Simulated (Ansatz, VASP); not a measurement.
## Al30Ga24N24O43 (amorphous Al2O3 against GaN(10-10), -2 O): VASP beside Ansatz

Wanted: the spread between two codes on one cell, functional and k mesh. Of the first pair: The structure shown is the start of the Ansatz relaxation below; VASP solves that cell, so the two are compared at the walk's first step.

Program: Ansatz 0.2.0. Level of theory: plane waves, with VASP 6.6.1 beside it; single point at PBE. Results are calculated unless marked as measured.

### Step 1. Starting point

The cell holds 121 atoms: 24 Ga, 24 N, 30 Al and 43 O. Its edges and angles: a = 10.460 Å, b = 9.630 Å, c = 13.775 Å, α = 90.0°, β = 90.0°, γ = 90.0°. It derives from GaN (4 planes of wurtzite GaN(10-10)). A slab of 4 planes of wurtzite GaN(10-10) (starting lattice constant a = 3.21 A, c = 5.23 A), 10.46 x 9.63 A in plane. 73 atoms (30 Al, 43 O) packed at random between the slab and its periodic image at 3.05 g/cm^3 (a layer of 8.1 A) and pushed apart as soft spheres. Langevin MD at fixed cell with the MACE-MP-0b2 small potential (Batatia et al., arXiv:2401.00096), steps of 1.5 fs: 0.63 ps at 3000 K with the crystal held, 3000 to 1000 K in 1.8 ps with the crystal held, 1000 to 300 K in 0.9 ps with its inner planes held; soft walls kept the melt out of the crystal while it was held. Then all atoms and the cell's height relaxed. The structure's axis is c.

### Step 2. Ansatz: relaxation, PBE

Ansatz runs on its default PAW (the set named soft_2) files.

The two programs are compared at the cell with which this relaxation starts, whose forces are those of its first step.

The input, input.yaml:

```yaml
crystal:
  lattice:
    - [10.46, 0.0, 0.0]
    - [0.0, 9.63, 0.0]
    - [0.0, 0.0, 13.77488]
  atoms:
    - { symbol: Ga, position: [0.99052, 0.01979, 0.33382] }
    - { symbol: "N", position: [0.06179, 0.01615, 0.0805] }
    - { symbol: Ga, position: [0.24406, 0.03909, 0.08058] }
    - { symbol: "N", position: [0.31168, 0.01654, 0.32399] }
    - { symbol: Ga, position: [0.9977, 0.19004, 0.138] }
    - { symbol: "N", position: [0.05403, 0.1898, 0.27325] }
    - { symbol: Ga, position: [0.24505, 0.19646, 0.27857] }
    - { symbol: "N", position: [0.31658, 0.19564, 0.14912] }
    - { symbol: Ga, position: [0.9761, 0.3452, 0.34209] }
    - { symbol: "N", position: [0.06965, 0.34917, 0.0688] }
    - { symbol: Ga, position: [0.25125, 0.35465, 0.08358] }
    - { symbol: "N", position: [0.3049, 0.36033, 0.35897] }
    - { symbol: Ga, position: [0.00438, 0.50989, 0.13982] }
    - { symbol: "N", position: [0.05736, 0.50957, 0.27589] }
    - { symbol: Ga, position: [0.2469, 0.51796, 0.27861] }
    - { symbol: "N", position: [0.31639, 0.52208, 0.14235] }
    - { symbol: Ga, position: [0.99807, 0.68021, 0.33377] }
    - { symbol: "N", position: [0.07346, 0.6765, 0.06731] }
    - { symbol: Ga, position: [0.26299, 0.69191, 0.07444] }
    - { symbol: "N", position: [0.30608, 0.6927, 0.33943] }
    - { symbol: Ga, position: [0.00215, 0.84535, 0.13672] }
    - { symbol: "N", position: [0.06105, 0.84971, 0.27315] }
    - { symbol: Ga, position: [0.24658, 0.85249, 0.265] }
    - { symbol: "N", position: [0.31448, 0.86197, 0.13268] }
    - { symbol: Ga, position: [0.49508, 0.02595, 0.32711] }
    - { symbol: "N", position: [0.55821, 0.00943, 0.06084] }
    - { symbol: Ga, position: [0.74699, 0.01296, 0.07523] }
    - { symbol: "N", position: [0.80388, 0.01625, 0.34591] }
    - { symbol: Ga, position: [0.50217, 0.18717, 0.12758] }
    - { symbol: "N", position: [0.55658, 0.19175, 0.26427] }
    - { symbol: Ga, position: [0.74132, 0.18796, 0.27441] }
    - { symbol: "N", position: [0.80865, 0.18299, 0.13755] }
    - { symbol: Ga, position: [0.4998, 0.35598, 0.33991] }
    - { symbol: "N", position: [0.56283, 0.35058, 0.05574] }
    - { symbol: Ga, position: [0.74559, 0.35183, 0.07866] }
    - { symbol: "N", position: [0.7907, 0.36035, 0.33709] }
    - { symbol: Ga, position: [0.50301, 0.51418, 0.13347] }
    - { symbol: "N", position: [0.55678, 0.52264, 0.27135] }
    - { symbol: Ga, position: [0.74522, 0.52514, 0.2721] }
    - { symbol: "N", position: [0.81578, 0.51787, 0.13742] }
    - { symbol: Ga, position: [0.48896, 0.68998, 0.3285] }
    - { symbol: "N", position: [0.57359, 0.68402, 0.07745] }
    - { symbol: Ga, position: [0.75888, 0.68423, 0.07239] }
    - { symbol: "N", position: [0.81285, 0.69327, 0.34106] }
    - { symbol: Ga, position: [0.50122, 0.85093, 0.13591] }
    - { symbol: "N", position: [0.56124, 0.85558, 0.27145] }
    - { symbol: Ga, position: [0.74883, 0.85372, 0.27166] }
    - { symbol: "N", position: [0.81581, 0.84942, 0.13936] }
    - { symbol: Al, position: [0.26845, 0.3463, 0.49521] }
    - { symbol: Al, position: [0.40164, 0.51855, 0.63399] }
    - { symbol: Al, position: [0.54578, 0.99981, 0.92393] }
    - { symbol: Al, position: [0.3463, 0.55051, 0.8746] }
    - { symbol: Al, position: [0.75558, 0.77086, 0.81593] }
    - { symbol: Al, position: [0.07005, 0.83478, 0.80142] }
    - { symbol: Al, position: [0.68275, 0.20554, 0.69509] }
    - { symbol: Al, position: [0.97189, 0.61118, 0.56436] }
    - { symbol: Al, position: [0.67691, 0.47553, 0.69289] }
    - { symbol: Al, position: [0.25012, 0.02452, 0.4452] }
    - { symbol: Al, position: [0.49927, 0.19613, 0.53085] }
    - { symbol: Al, position: [0.76644, 0.36724, 0.48126] }
    - { symbol: Al, position: [0.15611, 0.61041, 0.72906] }
    - { symbol: Al, position: [0.83819, 0.51032, 0.87695] }
    - { symbol: Al, position: [0.23558, 0.24389, 0.67445] }
    - { symbol: Al, position: [0.25445, 0.0954, 0.85094] }
    - { symbol: Al, position: [0.00556, 0.02682, 0.95541] }
    - { symbol: Al, position: [0.24017, 0.69141, 0.46506] }
    - { symbol: Al, position: [0.72125, 0.99487, 0.46745] }
    - { symbol: Al, position: [0.43928, 0.99931, 0.70688] }
    - { symbol: Al, position: [0.53052, 0.68892, 0.94926] }
    - { symbol: Al, position: [0.78812, 0.71142, 0.47367] }
    - { symbol: Al, position: [0.10219, 0.3105, 0.91959] }
    - { symbol: Al, position: [0.80538, 0.15854, 0.8796] }
    - { symbol: Al, position: [0.86077, 0.93696, 0.66298] }
    - { symbol: Al, position: [0.99268, 0.14916, 0.54518] }
    - { symbol: Al, position: [0.58888, 0.77628, 0.6209] }
    - { symbol: Al, position: [0.17403, 0.93244, 0.62308] }
    - { symbol: Al, position: [0.08623, 0.58016, 0.95318] }
    - { symbol: Al, position: [0.59185, 0.34447, 0.90877] }
    - { symbol: O, position: [0.80643, 0.67111, 0.93655] }
    - { symbol: O, position: [0.57916, 0.33912, 0.46758] }
    - { symbol: O, position: [0.1954, 0.25554, 0.79787] }
    - { symbol: O, position: [0.07617, 0.6405, 0.46087] }
    - { symbol: O, position: [0.24628, 0.86687, 0.5138] }
    - { symbol: O, position: [0.44257, 0.83935, 0.65421] }
    - { symbol: O, position: [0.70395, 0.84637, 0.69919] }
    - { symbol: O, position: [0.82152, 0.54126, 0.51363] }
    - { symbol: O, position: [0.90844, 0.84856, 0.78218] }
    - { symbol: O, position: [0.56104, 0.58677, 0.636] }
    - { symbol: O, position: [0.76891, 0.58272, 0.76953] }
    - { symbol: O, position: [0.83329, 0.99777, 0.95269] }
    - { symbol: O, position: [0.23613, 0.1724, 0.96673] }
    - { symbol: O, position: [0.15651, 0.78896, 0.69492] }
    - { symbol: O, position: [0.61313, 0.34321, 0.77132] }
    - { symbol: O, position: [0.73255, 0.33996, 0.61433] }
    - { symbol: O, position: [0.34028, 0.16468, 0.49094] }
    - { symbol: O, position: [0.97322, 0.19046, 0.90569] }
    - { symbol: O, position: [0.27753, 0.05882, 0.68299] }
    - { symbol: O, position: [0.56694, 0.06368, 0.45251] }
    - { symbol: O, position: [0.92297, 0.28274, 0.47576] }
    - { symbol: O, position: [0.54596, 0.1183, 0.64739] }
    - { symbol: O, position: [0.35897, 0.70657, 0.94573] }
    - { symbol: O, position: [0.37601, 0.33526, 0.62018] }
    - { symbol: O, position: [0.31607, 0.5509, 0.74562] }
    - { symbol: O, position: [0.89675, 0.78011, 0.56744] }
    - { symbol: O, position: [0.04485, 0.5308, 0.65983] }
    - { symbol: O, position: [0.60621, 0.82935, 0.88454] }
    - { symbol: O, position: [0.13711, 0.27164, 0.57287] }
    - { symbol: O, position: [0.3066, 0.54797, 0.52931] }
    - { symbol: O, position: [0.81721, 0.05894, 0.56241] }
    - { symbol: O, position: [0.02717, 0.0211, 0.64304] }
    - { symbol: O, position: [0.12993, 0.96795, 0.87154] }
    - { symbol: O, position: [0.62977, 0.15574, 0.90362] }
    - { symbol: O, position: [0.65669, 0.81776, 0.50171] }
    - { symbol: O, position: [0.41541, 0.0271, 0.83704] }
    - { symbol: O, position: [0.22709, 0.45979, 0.9404] }
    - { symbol: O, position: [0.12247, 0.67635, 0.84922] }
    - { symbol: O, position: [0.76608, 0.35988, 0.92757] }
    - { symbol: O, position: [0.08248, 0.057, 0.45129] }
    - { symbol: O, position: [0.51259, 0.5169, 0.89422] }
    - { symbol: O, position: [0.99551, 0.45913, 0.88721] }
    - { symbol: O, position: [0.80133, 0.11146, 0.75373] }
kpoints:
  mp_grid: { grid: [1, 1, 1] }
hamiltonian:
  xc: pbe
scf:
  occupations: { method: fermi_dirac, width: 0.025 }
output:
  forces: true
relax:
  f_tol: 0.08
  max_steps: 90
  cell: { fix: [a, b, alpha, beta, gamma] }
```

Started as:

```console
$ ansatz run input.yaml --threads 4 --pin off --max-ram 8192MiB --backend cpu --events-out ev --progress --plain --runs-dir out
```

Numbers of over 12 decimals in the logs are rounded to 6 here.

Log:

```text
Engine: ansatz 0.2.0, x86_64-unknown-linux-gnu
Pseudopotentials: kind: paw
Pseudopotential: Ga, paw, valence charge 13, recommended cutoff 420 eV (normal), Ga.paw.azcp
Pseudopotential: N, paw, valence charge 5, recommended cutoff 420 eV (normal), N.paw.azcp
Pseudopotential: Al, paw, valence charge 3, recommended cutoff 420 eV (normal), Al.paw.azcp
Pseudopotential: O, paw, valence charge 6, recommended cutoff 420 eV (normal), O.paw.azcp
Functional definition: PBE
  parameter kappa = 0.804
  parameter beta = 0.066725
  exchange = pbe_x(kappa = kappa, mu = beta*pi^2/3)
  correlation = pbe_c(beta = beta)
Crystal: 121 atoms, lattice volume = 1387.541 Å³
Basis set: ecut = 420 eV, 27097 PW (Γ), exchange–correlation on 144×144×192 points (8 copies of the dense FFT grid, shifted against one another)
Bands: 511, of which v1, the nominal top of the filled ones, is band 390 counted from 1 (389 counted from 0)
Symmetry: 1 space group operations
Space group: P1 (ITA 1), of the structure as read, at distance tolerance 1.1e-4 Å
k-points: 1
Non-local potential: Ga, projectors of the file, l = 0: 2, l = 1: 2, l = 2: 3, l = 3: 1
Non-local potential: N, projectors of the file, l = 0: 2, l = 1: 2, l = 2: 1
Non-local potential: Al, projectors of the file, l = 0: 2, l = 1: 2, l = 2: 1
Non-local potential: O, projectors of the file, l = 0: 2, l = 1: 2, l = 2: 1
PAW form: soft (Blöchl's): semilocal exchange-correlation on the pseudo side does not see the compensation charge
PAW one-centre angular grid: Ga, 590 points (default); XC on 64 Gauss nodes
PAW one-centre angular grid: N, 110 points (default); XC on 64 Gauss nodes
PAW one-centre angular grid: Al, 110 points (default); XC on 64 Gauss nodes
PAW one-centre angular grid: O, 110 points (default); XC on 64 Gauss nodes
Initial density: superposition of atomic densities (neutral atoms: chi_scale 0, normalization atom), corrected by the library's trained network
Initial wavefunctions: pseudopotential atomic-orbital guess
Functional: x = pbe(κ = 0.804, μ = 0.219515), c = pbe(β = 0.066725)
SCF iter   1: F=—  HF=-140639.740712 eV  |F-HF|=—  |Δ(HF+E_count)|=         —  Δρ=9.36e-3  dr2=5.42e0  ethr=1.77e-3  ⟨swp⟩=6.0  Hψ=2212  notcnv=0  defer=30
preconditioner: auto → Resta (q_TF=auto, 2.479 Å⁻¹)  ε∞=4.0  [insulator: Δε(μ)=0.833 eV  Ē_g=15.984 eV  σ=0.025 eV  W_gap=1.00  n_scr=364 (ndim 8)  ℏωp=27.8 eV  f_vac=0.038  D(μ)=0.00/eV (n_scr^D=0)  ε∞_Penn≈4.0]
SCF iter   2: F=—  HF=-140638.869488 eV  |F-HF|=—  |Δ(HF+E_count)|=   8.71e-1  Δρ=4.62e-3  dr2=6.29e-1  ethr=6.95e-4  ⟨swp⟩=2.0  Hψ=813  notcnv=0  defer=113
SCF iter   3: F=—  HF=-140638.818661 eV  |F-HF|=—  |Δ(HF+E_count)|=   5.08e-2  Δρ=2.93e-3  dr2=4.45e-1  ethr=8.06e-5  ⟨swp⟩=3.0  Hψ=832  notcnv=0  defer=109
SCF iter   4: F=—  HF=-140638.787466 eV  |F-HF|=—  |Δ(HF+E_count)|=   3.12e-2  Δρ=1.83e-3  dr2=1.68e-1  ethr=5.71e-5  ⟨swp⟩=2.0  Hψ=635  notcnv=0  defer=109
SCF iter   5: F=—  HF=-140638.778779 eV  |F-HF|=—  |Δ(HF+E_count)|=   8.69e-3  Δρ=8.79e-4  dr2=2.61e-2  ethr=2.16e-5  ⟨swp⟩=2.0  Hψ=403  notcnv=0  defer=109
SCF iter   6: F=—  HF=-140638.777067 eV  |F-HF|=—  |Δ(HF+E_count)|=   1.71e-3  Δρ=2.64e-4  dr2=2.16e-3  ethr=3.35e-6  ⟨swp⟩=2.0  Hψ=628  notcnv=0  defer=109
SCF iter   7: F=—  HF=-140638.777192 eV  |F-HF|=—  |Δ(HF+E_count)|=   1.26e-4  Δρ=1.23e-4  dr2=3.59e-4  ethr=2.77e-7  ⟨swp⟩=2.0  Hψ=683  notcnv=0  defer=109
SCF iter   8: F=—  HF=-140638.777273 eV  |F-HF|=—  |Δ(HF+E_count)|=   8.04e-5  Δρ=4.74e-5  dr2=8.23e-5  ethr=4.60e-8  ⟨swp⟩=2.0  Hψ=739  notcnv=0  defer=109
SCF iter   9: F=—  HF=-140638.779076 eV  |F-HF|=—  |Δ(HF+E_count)|=   1.80e-3  Δρ=1.98e-5  dr2=1.24e-5  ethr=1.05e-8  ⟨swp⟩=2.0  Hψ=892  notcnv=0  defer=109
SCF iter  10: F=—  HF=-140638.779079 eV  |F-HF|=—  |Δ(HF+E_count)|=   3.72e-6  Δρ=1.11e-5  dr2=2.07e-6  ethr=1.59e-9  ⟨swp⟩=3.0  Hψ=760  notcnv=0  defer=109
SCF iter  11: F=—  HF=-140638.779080 eV  |F-HF|=—  |Δ(HF+E_count)|=   4.11e-7  Δρ=3.83e-6  dr2=2.73e-7  ethr=2.66e-10  ⟨swp⟩=2.0  Hψ=759  notcnv=0  defer=109
SCF iter  12: F=-140638.779080 eV  HF=-140638.779080 eV  |F-HF|=1.35e-8  |Δ(HF+E_count)|=   1.20e-7  Δρ=1.61e-6  dr2=4.02e-8  ethr=1.28e-11  ⟨swp⟩=4.0  Hψ=1448  notcnv=0
SCF 1 converged in 12 iterations: F = -140638.779080 eV  dr2 = 4.02e-8
  greatest PAW one-centre occupation: 0.996 electrons in one spin orbital (limit 2), on the Ga atom at site 10 (counted from 0), in its partial waves of l = 2
relax step   1: F+E_penalty+E_count = -140638.77907982 eV  Δ(F+E_penalty+E_count) = +0.000e0 eV  max|allowed force component| = 2.386e0 eV/Å  Δτ_max = 0.0000 Å  P = +4.594 GPa  Ω = 1387.541 Å³  fix = [a, b, alpha, beta, gamma]  reactions: a +4.627, b +4.981 GPa; alpha +1.175, beta -2.887, gamma +0.703 GPa/rad  (12 SCF iters, dr2 threshold 1.00e-7 eV, accepted)
Crystal: 121 atoms, lattice volume = 1399.467 Å³
[...]
- { symbol: Ga, position: [0.252987, 0.510160, 0.278401] }
    - { symbol: N, position: [0.316790, 0.515793, 0.140853] }
    - { symbol: Ga, position: [0.993230, 0.672200, 0.330208] }
    - { symbol: N, position: [0.076022, 0.674293, 0.066229] }
    - { symbol: Ga, position: [0.265538, 0.686590, 0.074882] }
    - { symbol: N, position: [0.311279, 0.682626, 0.339156] }
    - { symbol: Ga, position: [0.0067545, 0.840968, 0.135440] }
    - { symbol: N, position: [0.062921, 0.842028, 0.272962] }
    - { symbol: Ga, position: [0.252692, 0.845323, 0.267098] }
    - { symbol: N, position: [0.315934, 0.858817, 0.132771] }
    - { symbol: Ga, position: [0.498051, 0.013453, 0.325863] }
    - { symbol: N, position: [0.562372, 0.0062749, 0.060738] }
    - { symbol: Ga, position: [0.751966, 0.011296, 0.076464] }
    - { symbol: N, position: [0.810351, 0.00730937, 0.347810] }
    - { symbol: Ga, position: [0.503204, 0.180435, 0.127645] }
    - { symbol: N, position: [0.560834, 0.179473, 0.263191] }
    - { symbol: Ga, position: [0.746238, 0.180163, 0.277490] }
    - { symbol: N, position: [0.812613, 0.179592, 0.141041] }
    - { symbol: Ga, position: [0.503923, 0.344164, 0.336900] }
    - { symbol: N, position: [0.561293, 0.342826, 0.053188] }
    - { symbol: Ga, position: [0.745981, 0.344846, 0.077766] }
    - { symbol: N, position: [0.794835, 0.354840, 0.337862] }
    - { symbol: Ga, position: [0.502973, 0.505088, 0.130505] }
    - { symbol: N, position: [0.557521, 0.504782, 0.262637] }
    - { symbol: Ga, position: [0.744380, 0.513085, 0.263587] }
    - { symbol: N, position: [0.819070, 0.511910, 0.131832] }
    - { symbol: Ga, position: [0.504575, 0.670097, 0.344904] }
    - { symbol: N, position: [0.572658, 0.676975, 0.073401] }
    - { symbol: Ga, position: [0.758923, 0.681114, 0.071054] }
    - { symbol: N, position: [0.808408, 0.681095, 0.331266] }
    - { symbol: Ga, position: [0.504081, 0.846246, 0.135831] }
    - { symbol: N, position: [0.561753, 0.845689, 0.268015] }
    - { symbol: Ga, position: [0.749512, 0.847832, 0.267750] }
    - { symbol: N, position: [0.818890, 0.845251, 0.136793] }
    - { symbol: Al, position: [0.280579, 0.345498, 0.502689] }
    - { symbol: Al, position: [0.397669, 0.528848, 0.635924] }
    - { symbol: Al, position: [0.549974, 0.998845, 0.924447] }
    - { symbol: Al, position: [0.336988, 0.555575, 0.869464] }
    - { symbol: Al, position: [0.763328, 0.777927, 0.821274] }
    - { symbol: Al, position: [0.077633, 0.859974, 0.791314] }
    - { symbol: Al, position: [0.680802, 0.211380, 0.693367] }
    - { symbol: Al, position: [0.953674, 0.628456, 0.556907] }
    - { symbol: Al, position: [0.675982, 0.482364, 0.694412] }
    - { symbol: Al, position: [0.255172, 0.017187, 0.456554] }
    - { symbol: Al, position: [0.511370, 0.175232, 0.525859] }
    - { symbol: Al, position: [0.767543, 0.365922, 0.483484] }
    - { symbol: Al, position: [0.144918, 0.627970, 0.718680] }
    - { symbol: Al, position: [0.834839, 0.513374, 0.877400] }
    - { symbol: Al, position: [0.236668, 0.255267, 0.681254] }
    - { symbol: Al, position: [0.261406, 0.106517, 0.844372] }
    - { symbol: Al, position: [0.00818707, 0.033349, 0.952950] }
    - { symbol: Al, position: [0.234648, 0.681894, 0.460163] }
    - { symbol: Al, position: [0.733657, 0.983897, 0.471588] }
    - { symbol: Al, position: [0.433103, 1.004062, 0.709938] }
    - { symbol: Al, position: [0.525172, 0.687799, 0.947431] }
    - { symbol: Al, position: [0.704374, 0.667313, 0.441863] }
    - { symbol: Al, position: [0.101612, 0.320819, 0.916957] }
    - { symbol: Al, position: [0.805457, 0.163856, 0.879779] }
    - { symbol: Al, position: [0.855992, 0.963809, 0.675983] }
    - { symbol: Al, position: [1.000300, 0.167318, 0.553388] }
    - { symbol: Al, position: [0.596987, 0.784253, 0.626610] }
    - { symbol: Al, position: [0.086832, 0.895443, 0.583027] }
    - { symbol: Al, position: [0.081780, 0.600142, 0.943844] }
    - { symbol: Al, position: [0.587921, 0.343404, 0.907191] }
    - { symbol: O, position: [0.814638, 0.675576, 0.937290] }
    - { symbol: O, position: [0.585491, 0.323023, 0.466175] }
    - { symbol: O, position: [0.193120, 0.279194, 0.803101] }
    - { symbol: O, position: [0.065436, 0.641591, 0.456170] }
    - { symbol: O, position: [0.232305, 0.852242, 0.510968] }
    - { symbol: O, position: [0.448451, 0.848531, 0.651801] }
    - { symbol: O, position: [0.710764, 0.852728, 0.706044] }
    - { symbol: O, position: [0.803808, 0.553421, 0.512179] }
    - { symbol: O, position: [0.911735, 0.867728, 0.789743] }
    - { symbol: O, position: [0.559323, 0.594059, 0.640143] }
    - { symbol: O, position: [0.767890, 0.588839, 0.771807] }
    - { symbol: O, position: [0.834640, 1.005503, 0.953576] }
    - { symbol: O, position: [0.249305, 0.177466, 0.965881] }
    - { symbol: O, position: [0.154175, 0.807069, 0.685138] }
    - { symbol: O, position: [0.614297, 0.347713, 0.771251] }
    - { symbol: O, position: [0.734911, 0.348148, 0.616410] }
    - { symbol: O, position: [0.345273, 0.157599, 0.502609] }
    - { symbol: O, position: [0.974505, 0.196780, 0.901787] }
    - { symbol: O, position: [0.281969, 0.083368, 0.708410] }
    - { symbol: O, position: [0.572812, 0.041095, 0.451190] }
    - { symbol: O, position: [0.930346, 0.295511, 0.479759] }
    - { symbol: O, position: [0.546556, 0.120315, 0.647220] }
    - { symbol: O, position: [0.353664, 0.707940, 0.945415] }
    - { symbol: O, position: [0.373372, 0.346633, 0.626400] }
[...]
- { symbol: O, position: [0.420453, 0.019505, 0.842257] }
    - { symbol: O, position: [0.219433, 0.472799, 0.940603] }
    - { symbol: O, position: [0.115486, 0.692725, 0.839646] }
    - { symbol: O, position: [0.763402, 0.362656, 0.927646] }
    - { symbol: O, position: [0.078978, 0.040502, 0.468839] }
    - { symbol: O, position: [0.504174, 0.515611, 0.890778] }
    - { symbol: O, position: [0.993079, 0.467975, 0.887265] }
    - { symbol: O, position: [0.799221, 0.120087, 0.754808] }
```

In the SCF lines HF is the Harris–Foulkes energy and dr2 the Hartree energy of the density residual, in eV; the loop may stop once dr2 is under the threshold and the program's other checks hold. Hψ counts applications of the Hamiltonian.

(Part 1 of 2 ends here.)

[Lines on the potential files, build, host, timing and source positions are cut from VASP's logs without a mark.]

[Logs are printed without paths, hosts, clocks, repeated set-up lines and the standing remarks that a program may print on its own settings, such as how far it seeks lower states.]

[Hosts, paths, dates, database ids (printed as entryN), source tags and the programs' standing remarks are cut or masked in the printed files.]
